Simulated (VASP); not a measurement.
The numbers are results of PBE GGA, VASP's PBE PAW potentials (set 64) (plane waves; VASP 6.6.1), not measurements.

The input files of a VASP run:

### INCAR
```
ALGO = Normal
EDIFF = 1E-6
ENCUT = 300
GGA = PE
ISIF = 2
ISMEAR = 0
LASPH = .True.
LCHARG = .False.
LMAXMIX = 6
LREAL = .False.
LWAVE = .False.
NELM = 100
PREC = Accurate
SIGMA = 0.05
SYSTEM = AsIr2
```

POSCAR:
```
AsIr2
5.9337660
  0.6553740070   0.0000000000   0.0000000000
  0.0000000000   0.6553740070   0.0000000000
  0.0000000000   0.0000000000   1.0000000000
Ir As
4 2
Cartesian
  0.0000000000   0.0000000000   0.0000000000
  0.3276870035   0.3276870035   0.0000000000
  0.3276870035   0.0000000000   0.2700000000
  0.0000000000   0.3276870035   0.7300000000
  0.3276870035   0.0000000000   0.7000000000
  0.0000000000   0.3276870035   0.3000000000
```

KPOINTS:
```
kpoints
0
G
2 2 2
```

POTCAR, in this order: Ir As (PBE.64 set). Program: vasp_std.

Output of the run:

File OSZICAR:
```
       N       E                     dE             d eps       ncg     rms          rms(c)
DAV:   1     0.317558997909E+03    0.31756E+03   -0.14730E+04   324   0.104E+03
DAV:   2    -0.155511773375E+02   -0.33311E+03   -0.32209E+03   327   0.399E+02
DAV:   3    -0.425568737574E+02   -0.27006E+02   -0.25120E+02   461   0.922E+01
DAV:   4    -0.437376249272E+02   -0.11808E+01   -0.10643E+01   456   0.195E+01
DAV:   5    -0.437809960776E+02   -0.43371E-01   -0.43041E-01   429   0.266E+00    0.349E+01
DAV:   6    -0.422532194400E+02    0.15278E+01   -0.63234E+00   479   0.226E+01    0.165E+01
DAV:   7    -0.420645865408E+02    0.18863E+00   -0.21831E+00   447   0.154E+01    0.553E+00
DAV:   8    -0.419230158758E+02    0.14157E+00   -0.86931E-01   468   0.118E+01    0.179E+00
DAV:   9    -0.419096610971E+02    0.13355E-01   -0.75908E-02   453   0.344E+00    0.395E-01
DAV:  10    -0.419081507882E+02    0.15103E-02   -0.88719E-03   378   0.571E-01    0.216E-01
DAV:  11    -0.419080679406E+02    0.82848E-04   -0.14226E-03   485   0.425E-01    0.772E-02
DAV:  12    -0.419080445408E+02    0.23400E-04   -0.19311E-04   479   0.167E-01    0.262E-02
DAV:  13    -0.419080445628E+02   -0.22012E-07   -0.93654E-06   400   0.266E-02
   1 F= -.41908045E+02 E0= -.41903390E+02  d E =-.930882E-02
```

**OUTCAR**
```
------------------------ aborting loop because EDIFF is reached ----------------------------------------
  FORCE on cell =-STRESS in cart. coord.  units (eV):
  Direction    XX          YY          ZZ          XY          YZ          ZX
  --------------------------------------------------------------------------------------
  Total       14.0118118     14.0118118     19.6625367      0.0000000      0.0000000     -0.0000000
  in kB      250.1699871    250.1699871    351.0592780      0.0000000      0.0000000     -0.0000000
  external PRESSURE =     283.7997507 kB  Pullay stress =       0.0000000 kB
  volume of cell :       89.74
      direct lattice vectors                 reciprocal lattice vectors
     3.888836000  0.000000000  0.000000000     0.257146354  0.000000000  0.000000000
     0.000000000  3.888836000  0.000000000     0.000000000  0.257146354  0.000000000
     0.000000000  0.000000000  5.933766000     0.000000000  0.000000000  0.168527037
 POSITION                                       TOTAL-FORCE (eV/Angst)
 -----------------------------------------------------------------------------------
      0.00000      0.00000      0.00000         0.000000      0.000000     -0.000000
      1.94442      1.94442      0.00000         0.000000     -0.000000     -0.000000
      1.94442      0.00000      1.60212         0.000000     -0.000000      5.833517
      0.00000      1.94442      4.33165         0.000000      0.000000     -5.833517
      1.94442      0.00000      4.15364         0.000000     -0.000000     -1.571563
      0.00000      1.94442      1.78013        -0.000000     -0.000000      1.571563
 -----------------------------------------------------------------------------------
    total drift:                                0.000000     -0.000000     -0.000000
  FREE ENERGIE OF THE ION-ELECTRON SYSTEM (eV)
  ---------------------------------------------------
  free  energy   TOTEN  =       -41.9080445628 eV

  energy  without entropy=      -41.8987357471  energy(sigma->0) =      -41.90339015
```
(Selected blocks of OUTCAR.)

At this cut-off the stress carries a Pulay error, which pulls relaxed volumes low.

The structure was generated: AsIr2 was put into an ordered model structure, which need not be its known phase. The cell was not relaxed at this level. The k-mesh is coarse (spacing up to 0.81 per Å, 2π included), so the numbers may not be converged in it. The run is one of a series of settings (KPOINTS 2×2×2 Γ-centred mesh against the base run), some of them coarse on purpose.
